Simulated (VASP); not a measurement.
An input for Quantum ESPRESSO's pw.x (written as the equivalent of a VASP run, and not itself run):

```
&CONTROL
  calculation = 'vc-relax'
  pseudo_dir = './pseudo'
  outdir = './out'
  tprnfor = .true.
  tstress = .true.
  nstep = 60
  forc_conv_thr = 0.00078
/
&SYSTEM
  ibrav = 0
  nat = 4
  ntyp = 2
  ecutwfc = 98
  occupations = 'smearing'
  smearing = 'methfessel-paxton'
  degauss = 0.00735
  input_dft = 'vdw-df2-b86r'
/
&ELECTRONS
  conv_thr = 7.3e-08
  electron_maxstep = 100
/
&IONS
/
&CELL
/
ATOMIC_SPECIES
  Ni 58.693 Ni.upf
  Sb 121.760 Sb.upf
CELL_PARAMETERS angstrom
     1.9748323   -3.4205100   -0.0000000
     1.9748323    3.4205100    0.0000000
    -0.0000000    0.0000000    5.1502349
ATOMIC_POSITIONS crystal
  Ni   0.0000000  0.0000000  0.5000000
  Ni   0.0000000  0.0000000  0.0000000
  Sb   0.3333330  0.6666670  0.2500000
  Sb   0.6666670  0.3333330  0.7500000
K_POINTS automatic
  8 8 6 0 0 0
```

**Question.** Translate this input to VASP (INCAR, KPOINTS, POSCAR, choice of POTCAR).

**Answer.** This is not unique; one that fits is 
INCAR:
```
SYSTEM=NiSb
PREC=Accurate; ENCUT=520; LREAL=.FALSE.
LASPH=.TRUE.
EDIFF=1E-6; NELM=100; ALGO=Normal
LMAXMIX=4
ISMEAR=1; SIGMA=0.1
GGA=MK; LUSE_VDW=.TRUE.; AGGAC=0.0
PARAM1=0.1234568; PARAM2=0.7114; ZAB_VDW=-1.8867
IBRION=2; NSW=60; ISIF=3
EDIFFG=-0.02
LWAVE=.FALSE.; LCHARG=.FALSE.
```

POSCAR:
```
NiSb
1
    1.9748322900    -3.4205100283    -0.0000000000
    1.9748322900     3.4205100283     0.0000000000
   -0.0000000000     0.0000000000     5.1502348592
Ni Sb
2 2
Direct
  0.0000000000   0.0000000000   0.5000000000
  0.0000000000   0.0000000000   0.0000000000
  0.3333330000   0.6666670000   0.2500000000
  0.6666670000   0.3333330000   0.7500000000
```

KPOINTS:
```
Automatic mesh
0
Gamma
8 8 6
0 0 0
```

POTCAR, in this order: Ni Sb (PBE.64 set). Program: vasp_std.

Limits of the translation: the potentials are each code's own (VASP's PAW set, PseudoDojo norm-conserving files in pw.x), so ENCUT and ecutwfc are chosen apart and not converted; conv_thr bounds pw.x's estimated SCF error, while EDIFF bounds the energy change between steps; forc_conv_thr acts on force components and is met together with etot_conv_thr.

The compound is NiSb in the NiAs type structure. This run relaxes it. Symmetry was kept, so distortions that lower it aren't found. The start is the result of an earlier pass.
